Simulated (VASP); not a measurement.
# SiF (Pm-3m) in VASP: settings compared, part 2 of 3

VASP 6.6.1. Earlier steps stand in the parts before.

### Step 3. Relaxation of cell and atoms, rev-vdW-DF2

Input file INCAR:

```
SYSTEM = SiF
AGGAC    = 0.0          
ALGO     = Normal         ! electronic algorithm
EDIFF    = 1E-6           ! SCF threshold, eV
EDIFFG   = -0.01          ! ionic threshold
ENCUT    = 600            ! plane-wave cutoff, eV
GGA      = MK             ! functional
IBRION   = 2              ! ionic algorithm
ISIF     = 3              ! what is computed and relaxed
ISMEAR   = -1             ! smearing method
LASPH    = .True.         ! aspherical terms in the spheres
LCHARG   = .False.        ! write CHGCAR
LREAL    = .False.        ! projectors in reciprocal space
LUSE_VDW = .True.       
LWAVE    = .False.        ! write WAVECAR
NELM     = 80             ! most SCF steps
NSW      = 40             ! ionic steps
PARAM1   = 0.1234       
PARAM2   = 0.711357     
PREC     = Accurate       ! precision mode
SIGMA    = 0.05           ! smearing width, eV
ZAB_VDW  = -1.8867
```

Input file KPOINTS:

```
k-points
0
Gamma
  9 9 9
  0 0 0
```

Input file POSCAR:

```
SiF
1.0
    3.0286000000      0.0000000000      0.0000000000
    0.0000000000      3.0286000000      0.0000000000
    0.0000000000      0.0000000000      3.0286000000
Si F
1 1
Direct
    0.5000000000      0.5000000000      0.5000000000
    0.0000000000      0.0000000000      0.0000000000
```

Potentials or basis: VASP PAW PBE potentials, release 64 (Si, F).

Command:

```console
> cat potpaw_PBE.64/Si/POTCAR potpaw_PBE.64/F/POTCAR > POTCAR
> mpirun -np 1 vasp_std > vasp.out
```

OUTCAR:

```text
SYSTEM = SiF
   EDIFF = 1E-6
   EDIFFG = -0.01
   ENCUT = 600
   GGA = MK
   IBRION = 2
   ISIF = 3
   ISMEAR = -1
   LASPH = .True.
   LREAL = .False.
   NELM = 80
   NSW = 40
   PREC = Accurate

 ion  position               nearest neighbor table
   1  0.500  0.500  0.500-
   2  0.000  0.000  0.000-

  LATTYP: Found a simple cubic cell.
 ALAT       =     3.0286000000

  Lattice vectors:

 A1 = (   3.0286000000,   0.0000000000,   0.0000000000)
 A2 = (   0.0000000000,   3.0286000000,   0.0000000000)
 A3 = (   0.0000000000,   0.0000000000,   3.0286000000)

Analysis of symmetry for initial positions (statically):
=====================================================================
 Subroutine PRICEL returns:
 Original cell was already a primitive cell.

 Routine SETGRP: Setting up the symmetry group for a
 simple cubic supercell.

 Subroutine GETGRP returns: Found 48 space group operations
 (whereof 48 operations were pure point group operations)
 out of a pool of 48 trial point group operations.

The static configuration has the point symmetry O_h .

Analysis of symmetry for dynamics (positions and initial velocities):
=====================================================================
 Subroutine PRICEL returns:
 Original cell was already a primitive cell.

 Routine SETGRP: Setting up the symmetry group for a
 simple cubic supercell.

 Subroutine GETGRP returns: Found 48 space group operations
 (whereof 48 operations were pure point group operations)
 out of a pool of 48 trial point group operations.

The dynamic configuration has the point symmetry O_h .

 Subroutine INISYM returns: Found 48 space group operations
 (whereof 48 operations are pure point group operations),
 and found     1 'primitive' translations

[... 168 lines left out ...]
      1.51430      1.51430      1.51430         0.000000      0.000000      0.000000
      0.00000      0.00000      0.00000         0.000000      0.000000      0.000000
 -----------------------------------------------------------------------------------
    total drift:                                0.000000      0.000000      0.000000

  FREE ENERGIE OF THE ION-ELECTRON SYSTEM (eV)
  ---------------------------------------------------
  free  energy   TOTEN  =        -5.3001877286 eV

  energy  without entropy=       -5.2823826976  energy(sigma->0) =       -5.29128521

Total vdW correction in eV:      1.8539759

--------------------------------------- Ionic step        2  -------------------------------------------

 number of electron      11.0000013 magnetization

 Free energy of the ion-electron system (eV)
  ---------------------------------------------------
  ext. energy  EPLUGINS =         0.00000000
  ---------------------------------------------------
  free energy    TOTEN  =        -5.30031675 eV

  energy without entropy =       -5.28260645  energy(sigma->0) =       -5.29146160

 E-fermi :   5.7760     XC(G=0): -10.3445

 val. band max:        5.7531445727   @ k =   0.3333   0.2222   0.0000
 cond. band min:       5.8052788081   @ k =   0.4444   0.3333   0.0000
 fundamental gap:      0.0521342353
 Fermi energy:         5.7759663179

 k-point     1 :       0.0000    0.0000    0.0000
  band No.  band energies     occupation
      1     -18.2792      2.00000
      2      -3.1834      2.00000
      3       0.4849      2.00000
      4       0.4849      2.00000
      5       0.4849      2.00000
      6      10.9022      0.00000
      7      10.9022      0.00000
      8      10.9022      0.00000
      9      11.6692      0.00000
[... 265 lines left out ...]
 k-point    24 :       0.4444    0.3333    0.1111
  band No.  band energies     occupation
      1     -17.8961      2.00000
      2      -2.4761      2.00000
      3      -0.9827      2.00000
      4       0.7477      2.00000
      5       1.5620      2.00000
      6       5.8387      0.44370
      7       6.8781      0.00000
      8      10.7269      0.00000
      9      13.7229      0.00000

 [... further k-points ...]
[... 5 lines left out ...]
  --------------------------------------------------------------------------------------
  -------------------------------------------------------------------------------------
  Total       -0.0102585     -0.0102585     -0.0102585      0.0000000      0.0000000      0.0000000
  in kB       -0.5938266     -0.5938266     -0.5938266      0.0000000      0.0000000      0.0000000
  external PRESSURE =      -0.5938266 kB  Pullay stress =       0.0000000 kB

 VOLUME and BASIS-vectors are now :
 -----------------------------------------------------------------------------
  energy-cutoff  :      600.00
  volume of cell :       27.68
      direct lattice vectors                 reciprocal lattice vectors
     3.024902477  0.000000000  0.000000000     0.330589170  0.000000000  0.000000000
     0.000000000  3.024902477  0.000000000    -0.000000000  0.330589170  0.000000000
     0.000000000 -0.000000000  3.024902477    -0.000000000  0.000000000  0.330589170

 POSITION                                       TOTAL-FORCE (eV/Angst)
 -----------------------------------------------------------------------------------
      1.51245      1.51245      1.51245         0.000000     -0.000000      0.000000
      0.00000      0.00000      0.00000         0.000000      0.000000      0.000000
 -----------------------------------------------------------------------------------
    total drift:                                0.000000      0.000000      0.000000

  FREE ENERGIE OF THE ION-ELECTRON SYSTEM (eV)
  ---------------------------------------------------
  free  energy   TOTEN  =        -5.3003167544 eV

  energy  without entropy=       -5.2826064459  energy(sigma->0) =       -5.29146160

Total vdW correction in eV:      1.8514441

 reached required accuracy - stopping structural energy minimisation
```

Wall time 17 s (1 thread of Intel Xeon 6975P-C (Granite Rapids), shared host); peak memory 0.26 GiB.

What came out:

```yaml
Free_energy: -5.3003 eV
Relaxed_volume: 13.84 Å³/atom
Relaxed_cell: a = 3.025 Å, b = 3.025 Å, c = 3.025 Å, α = 90.00°, β = 90.00°, γ = 90.00°
Space_group_after_relaxing_to_0.05_Å: Pm-3m (No. 221)
Energy_gained_by_relaxing: 0.1 meV/atom
Ionic_steps: 2
Pressure_after_relaxing: -0.1 GPa
Band_gap_on_the_k_mesh: none (metal or under the smearing width)
```

Step by step:
| step | energy change (eV) | largest force (eV/Å) | pressure (GPa) | volume (Å³) |
| --- | --- | --- | --- | --- |
| 1 | 0.0000 | 0.0000 | -0.29 | 27.78 |
| 2 | -0.0001 | 0.0000 | -0.06 | 27.68 |

Final structure:
```
CELL_PARAMETERS angstrom
3.02490 0.00000 0.00000
0.00000 3.02490 0.00000
0.00000 0.00000 3.02490
ATOMIC_POSITIONS crystal
Si 0.50000 0.50000 0.50000
F 0.00000 0.00000 0.00000
```

Caveat: the PAW data sets were made with another functional, which shifts forces and pressure a little; an odd number of electrons without spin polarisation forces a metal; a magnetic or distorted state may lie lower.

### Step 4. Relaxation of cell and atoms, LDA

Input file INCAR:

```
SYSTEM = SiF
PREC     = Accurate       ! precision mode
ENCUT    = 350            ! plane-wave cutoff, eV
EDIFF    = 1E-6           ! SCF threshold, eV
ISMEAR   = -1             ! smearing method
SIGMA    = 0.05           ! smearing width, eV
LREAL    = .FALSE.        ! projectors in reciprocal space
LASPH    = .TRUE.         ! aspherical terms in the spheres
NELM     = 80             ! most SCF steps
ALGO     = Normal         ! electronic algorithm
ISIF     = 3              ! what is computed and relaxed
LWAVE    = .FALSE.        ! write WAVECAR
LCHARG   = .FALSE.        ! write CHGCAR
IBRION   = 2              ! ionic algorithm
NSW      = 40             ! ionic steps
EDIFFG   = -0.01          ! ionic threshold
POTIM    = 0.8            ! step
```

Input file KPOINTS:

```
Automatic mesh
0
G
  9 9 9
  0 0 0
```

POSCAR is that of step 3.

Potentials or basis: VASP PAW LDA potentials, release 64 (Si, F).

Command:

```console
> cat potpaw_LDA.64/Si/POTCAR potpaw_LDA.64/F/POTCAR > POTCAR
> mpirun -np 1 vasp_std > vasp.out
```

OUTCAR:

```text
SYSTEM = SiF
   PREC = Accurate
   ENCUT = 350
   EDIFF = 1E-6
   ISMEAR = -1
   LREAL = .FALSE.
   LASPH = .TRUE.
   NELM = 80
   ISIF = 3
   IBRION = 2
   NSW = 40
   EDIFFG = -0.01
   POTIM = 0.8

 ion  position               nearest neighbor table
   1  0.500  0.500  0.500-
   2  0.000  0.000  0.000-

  LATTYP: Found a simple cubic cell.
 ALAT       =     3.0286000000

  Lattice vectors:

 A1 = (   3.0286000000,   0.0000000000,   0.0000000000)
 A2 = (   0.0000000000,   3.0286000000,   0.0000000000)
 A3 = (   0.0000000000,   0.0000000000,   3.0286000000)

Analysis of symmetry for initial positions (statically):
=====================================================================
 Subroutine PRICEL returns:
 Original cell was already a primitive cell.

 Routine SETGRP: Setting up the symmetry group for a
 simple cubic supercell.

 Subroutine GETGRP returns: Found 48 space group operations
 (whereof 48 operations were pure point group operations)
 out of a pool of 48 trial point group operations.

The static configuration has the point symmetry O_h .

Analysis of symmetry for dynamics (positions and initial velocities):
=====================================================================
 Subroutine PRICEL returns:
 Original cell was already a primitive cell.

[... 163 lines left out ...]
  -------------------------------------------------------------------------------------
  Total       -4.3081856     -4.3081856     -4.3081856      0.0000000     -0.0000000      0.0000000
  in kB     -248.4730180   -248.4730180   -248.4730180      0.0000000     -0.0000000      0.0000000
  external PRESSURE =    -248.4730180 kB  Pullay stress =       0.0000000 kB
[... 23 lines left out ...]
--------------------------------------- Ionic step        2  -------------------------------------------

 number of electron      11.0000026 magnetization

 E-fermi :  13.8978     XC(G=0): -13.2027

 val. band max:       13.8514326894   @ k =   0.4444   0.4444   0.2222
 cond. band min:      13.9583312271   @ k =   0.3333   0.2222   0.0000
 fundamental gap:      0.1068985377
 Fermi energy:        13.8978443869

 k-point     1 :       0.0000    0.0000    0.0000
  band No.  band energies     occupation
      1     -15.5022      2.00000
      2       4.0366      2.00000
      3       4.7307      2.00000
      4       4.7307      2.00000
      5       4.7307      2.00000
      6      17.9387      0.00000
      7      17.9387      0.00000
      8      22.8417      0.00000
      9      22.8417      0.00000
[... 383 lines left out ...]
--------------------------------------- Ionic step        5  -------------------------------------------

 number of electron      10.9999980 magnetization

 Free energy of the ion-electron system (eV)
  ---------------------------------------------------
  ext. energy  EPLUGINS =         0.00000000
  ---------------------------------------------------
  free energy    TOTEN  =        -9.38472527 eV

  energy without entropy =       -9.36752108  energy(sigma->0) =       -9.37612318

 E-fermi :   7.6808     XC(G=0): -11.3429

 val. band max:        7.6616649803   @ k =   0.3333   0.2222   0.0000
 cond. band min:       7.7080293132   @ k =   0.4444   0.3333   0.2222
 fundamental gap:      0.0463643329
 Fermi energy:         7.6807863224

 k-point     1 :       0.0000    0.0000    0.0000
  band No.  band energies     occupation
      1     -17.3974      2.00000
      2      -1.6380      2.00000
      3       1.3939      2.00000
      4       1.3939      2.00000
      5       1.3939      2.00000
      6      13.1113      0.00000
      7      13.1113      0.00000
      8      13.7273      0.00000
      9      13.7273      0.00000
[... 305 lines left out ...]
  FREE ENERGIE OF THE ION-ELECTRON SYSTEM (eV)
  ---------------------------------------------------
  free  energy   TOTEN  =        -9.3847252697 eV

  energy  without entropy=       -9.3675210839  energy(sigma->0) =       -9.37612318

 reached required accuracy - stopping structural energy minimisation
```

OSZICAR:

```text
N       E                     dE             d eps       ncg     rms          rms(c)
DAV:   1     0.194226011235E+02    0.19423E+02   -0.38669E+03   646   0.729E+02
DAV:   2    -0.899274187522E+01   -0.28415E+02   -0.27051E+02   856   0.132E+02
DAV:   3    -0.969581038555E+01   -0.70307E+00   -0.69704E+00   697   0.227E+01
[... 45 lines left out ...]
DAV:   1    -0.938576760319E+01   -0.11578E-02   -0.19477E-02   630   0.154E+00    0.272E-01
DAV:   2    -0.938487601184E+01    0.89159E-03   -0.10978E-02   648   0.945E-01    0.682E-02
DAV:   3    -0.938474167310E+01    0.13434E-03   -0.85726E-04   648   0.264E-01    0.237E-02
DAV:   4    -0.938472611240E+01    0.15561E-04   -0.40540E-05   641   0.543E-02    0.799E-03
DAV:   5    -0.938472526969E+01    0.84271E-06   -0.36098E-06   484   0.171E-02
   5 F= -.93847253E+01 E0= -.93761232E+01  d E =-.346455E+00
```

CONTCAR:

```text
SiF
   1.00000000000000
     2.8694287143286279    0.0000000000000000    0.0000000000000000
     0.0000000000000000    2.8694287143286279    0.0000000000000000
    -0.0000000000000000   -0.0000000000000000    2.8694287143286279
  Si              F
     1     1
Direct
     0.5000000000000000    0.5000000000000000    0.5000000000000000
     0.0000000000000000    0.0000000000000000    0.0000000000000000

  0.00000000E+00  0.00000000E+00  0.00000000E+00
  0.00000000E+00  0.00000000E+00  0.00000000E+00
```

Run time: 5.1 s. Hardware: 1 thread of Intel Xeon 6975P-C (Granite Rapids), shared host; peak memory 0.11 GiB.

The run converged, but a check on its numbers failed (symmetry, net force, bounds or a known fault of this set-up), so they aren't taken as properties of the crystal.

Caveat: the cutoff lies under the usual one of these potentials, so the numbers hold a large basis-set error; an odd number of electrons without spin polarisation forces a metal; a magnetic or distorted state may lie lower.

### Step 5. Relaxation of cell and atoms, PBE

Input file INCAR:

```
SYSTEM = SiF
ALGO     = Normal         ! electronic algorithm
EDIFF    = 1E-6           ! SCF threshold, eV
EDIFFG   = -0.02          ! ionic threshold
ENCUT    = 600            ! plane-wave cutoff, eV
GGA      = PE             ! functional
IBRION   = 2              ! ionic algorithm
ISIF     = 3              ! what is computed and relaxed
ISMEAR   = -1             ! smearing method
LASPH    = .TRUE.         ! aspherical terms in the spheres
LCHARG   = .FALSE.        ! write CHGCAR
LREAL    = .FALSE.        ! projectors in reciprocal space
LWAVE    = .FALSE.        ! write WAVECAR
NELM     = 60             ! most SCF steps
NSW      = 60             ! ionic steps
PREC     = Accurate       ! precision mode
SIGMA    = 0.05           ! smearing width, eV
```

Input file KPOINTS:

```
k-points
0
G
  9 9 9
  0 0 0
```

POSCAR is that of step 4.

Potentials or basis: VASP PAW PBE potentials, release 64 (Si, F).

Command:

```console
> cat potpaw_PBE.64/Si/POTCAR potpaw_PBE.64/F/POTCAR > POTCAR
> mpirun -np 1 vasp_std > vasp.out
```

It took 4.9 s on 1 thread of AMD EPYC 9R45 (Zen 5), shared host; peak memory 0.11 GiB.

It converged, with:

```yaml
Free_energy: -7.7801 eV
Pressure_after_relaxing: -0.1 GPa
Band_gap_on_the_k_mesh: none (metal or under the smearing width)
```

Final structure:
```
Si F
1.0
     3.02860    0.00000    0.00000
     0.00000    3.02860    0.00000
     0.00000    0.00000    3.02860
Si F
1 1
Direct
  0.50000 0.50000 0.50000
  0.00000 0.00000 0.00000
```

Levels at points of the mesh, in eV from the Fermi level:
```csv
k point,band 2,band 3,band 4,band 5,band 6,band 7,band 8,band 9
"(0.00, 0.00, 0.00)",-8.97,-5.22,-5.22,-5.22,5.15,5.15,5.15,5.83
```

Caveat: the relaxation stopped at its first step, so nothing moved; an odd number of electrons without spin polarisation forces a metal; a magnetic or distorted state may lie lower.

(Continued in part 3 of 3.)
